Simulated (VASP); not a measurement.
OSZICAR of a VASP run on SnO (litharge):

**OSZICAR**
```
       N       E                     dE             d eps       ncg     rms          rms(c)
DAV:   1     0.405299667996E+03    0.40530E+03   -0.21064E+04   880   0.255E+03
DAV:   2     0.355828896307E+02   -0.36972E+03   -0.36363E+03   952   0.581E+02
DAV:   3    -0.162360519581E+02   -0.51819E+02   -0.51485E+02  1016   0.191E+02
DAV:   4    -0.182608402230E+02   -0.20248E+01   -0.20220E+01  1000   0.424E+01
DAV:   5    -0.183186898214E+02   -0.57850E-01   -0.57844E-01  1096   0.710E+00    0.117E+01
DAV:   6    -0.145930552064E+02    0.37256E+01   -0.26194E+01  1456   0.536E+01    0.482E+00
DAV:   7    -0.145608233188E+02    0.32232E-01   -0.24651E+00  1032   0.101E+01    0.252E+00
DAV:   8    -0.145574035399E+02    0.34198E-02   -0.60448E-01  1272   0.554E+00    0.103E+00
DAV:   9    -0.145345781834E+02    0.22825E-01   -0.17425E-01  1344   0.384E+00    0.260E-01
DAV:  10    -0.145367187103E+02   -0.21405E-02   -0.20608E-02  1264   0.122E+00    0.218E-01
DAV:  11    -0.145356385070E+02    0.10802E-02   -0.64374E-03  1344   0.733E-01    0.246E-02
DAV:  12    -0.145357099769E+02   -0.71470E-04   -0.66000E-04   936   0.160E-01    0.372E-02
DAV:  13    -0.145357032088E+02    0.67681E-05   -0.53852E-05  1360   0.890E-02    0.586E-03
DAV:  14    -0.145357029077E+02    0.30111E-06   -0.48419E-06   960   0.164E-02
   1 F= -.14535703E+02 E0= -.14535703E+02  d E =-.145357E+02
       N       E                     dE             d eps       ncg     rms          rms(c)
DAV:   1    -0.145378826533E+02   -0.21794E-02   -0.63178E-02  1056   0.362E+00    0.296E-01
DAV:   2    -0.145362395673E+02    0.16431E-02   -0.79244E-03  1160   0.978E-01    0.103E-01
DAV:   3    -0.145359359558E+02    0.30361E-03   -0.76509E-04  1120   0.542E-01    0.439E-02
DAV:   4    -0.145358804507E+02    0.55505E-04   -0.22780E-04  1304   0.234E-01    0.130E-02
DAV:   5    -0.145358749662E+02    0.54844E-05   -0.48046E-05  1224   0.762E-02    0.677E-03
DAV:   6    -0.145358735770E+02    0.13892E-05   -0.37272E-06   792   0.217E-02    0.304E-03
DAV:   7    -0.145358734489E+02    0.12816E-06   -0.11430E-06   576   0.112E-02
   2 F= -.14535873E+02 E0= -.14535873E+02  d E =-.170541E-03
       N       E                     dE             d eps       ncg     rms          rms(c)
DAV:   1    -0.145361575799E+02   -0.28400E-03   -0.83453E-03  1040   0.131E+00    0.109E-01
DAV:   2    -0.145359384154E+02    0.21916E-03   -0.10655E-03  1152   0.355E-01    0.376E-02
DAV:   3    -0.145358983944E+02    0.40021E-04   -0.10147E-04  1120   0.197E-01    0.162E-02
DAV:   4    -0.145358902428E+02    0.81516E-05   -0.30655E-05  1296   0.865E-02    0.480E-03
DAV:   5    -0.145358888722E+02    0.13706E-05   -0.65639E-06  1032   0.282E-02    0.241E-03
DAV:   6    -0.145358885773E+02    0.29490E-06   -0.44202E-07   480   0.813E-03
   3 F= -.14535889E+02 E0= -.14535889E+02  d E =-.185670E-03
       N       E                     dE             d eps       ncg     rms          rms(c)
DAV:   1    -0.145358516052E+02    0.37267E-04   -0.42931E-02  1064   0.128E+00    0.562E-02
DAV:   2    -0.145359596770E+02   -0.10807E-03   -0.14717E-03  1160   0.306E-01    0.211E-02
DAV:   3    -0.145359492379E+02    0.10439E-04   -0.48269E-05  1112   0.994E-02    0.134E-02
DAV:   4    -0.145359457860E+02    0.34519E-05   -0.18309E-05  1168   0.778E-02    0.400E-03
DAV:   5    -0.145359456067E+02    0.17930E-06   -0.35592E-06   768   0.189E-02
   4 F= -.14535946E+02 E0= -.14535946E+02  d E =-.570294E-04
```

Task: Which electronic solver shows in the log?

Result: It is blocked Davidson (ALGO = Normal, or the opening steps of other solvers). The INCAR had ALGO = Normal.

Task: Can the final energy be trusted as converged?

Result: Self-consistency was reached. It stopped with EDIFF = 1E-6, NELM = 100, NSW = 60 and EDIFFG = -0.02 after 4 ionic steps (rev-vdW-DF2, plane waves, VASP's PBE PAW potentials (set 64)).

The compound is SnO in the litharge structure. This run relaxes it. Symmetry was kept, so distortions that lower it aren't found. The start is the result of an earlier pass.
